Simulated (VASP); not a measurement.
Input for VASP

File POSCAR:
```
CdI2
1.0
  4.2943564019   0.0000000000   0.0000000000
 -2.1471782010   3.7190220360   0.0000000000
  0.0000000000   0.0000000000   6.9276737175
Cd I
1 2
Direct
  0.0000000000   0.0000000000   0.0000000000
  0.3333330000   0.6666670000   0.2510600129
  0.6666670000   0.3333330000   0.7489399871
```

File KPOINTS:
```
Regular mesh
0
gamma
  6 6 3
0 0 0
```

### INCAR
```
SYSTEM=CdI2
PREC=Accurate; ENCUT=480; LREAL=.FALSE.
LASPH=.TRUE.
EDIFF=1E-6; NELM=100; ALGO=Normal
LMAXMIX=4
ISMEAR=0; SIGMA=0.05
GGA=BO; LUSE_VDW=.TRUE.; AGGAC=0.0
PARAM1=0.1833333333; PARAM2=0.22
IBRION=2; NSW=60; ISIF=3
EDIFFG=-0.02
LWAVE=.FALSE.; LCHARG=.FALSE.
```

POTCAR, in this order: Cd I (PBE.64 set). Program: vasp_std.

Problem. Write an equivalent input for Quantum ESPRESSO's pw.x.

Solution. One equivalent input (not run):
```
&CONTROL
  calculation = 'vc-relax'
  pseudo_dir = './pseudo'
  outdir = './out'
  tprnfor = .true.
  tstress = .true.
  nstep = 60
  forc_conv_thr = 0.00078
/
&SYSTEM
  ibrav = 0
  nat = 3
  ntyp = 2
  ecutwfc = 102
  occupations = 'smearing'
  smearing = 'gaussian'
  degauss = 0.003675
  input_dft = 'vdw-df-obk8'
/
&ELECTRONS
  conv_thr = 7.3e-08
  electron_maxstep = 100
/
&IONS
/
&CELL
/
ATOMIC_SPECIES
  Cd 112.414 Cd.upf
  I 126.904 I.upf
CELL_PARAMETERS angstrom
     4.2943564   -0.0000000   -0.0000000
    -2.1471782    3.7190220    0.0000000
    -0.0000000   -0.0000000    6.9276737
ATOMIC_POSITIONS crystal
  Cd   0.0000000  0.0000000  0.0000000
  I    0.3333330  0.6666670  0.2510600
  I    0.6666670  0.3333330  0.7489400
K_POINTS automatic
  6 6 3 0 0 0
```
What does not carry over: the potentials are each code's own (VASP's PAW set, PseudoDojo norm-conserving files in pw.x), so ENCUT and ecutwfc are chosen apart and not converted; conv_thr bounds pw.x's estimated SCF error, while EDIFF bounds the energy change between steps; forc_conv_thr acts on force components and is met together with etot_conv_thr.

The compound is CdI2 in the 1T layered structure. It was relaxed first. The start is the result of an earlier pass.
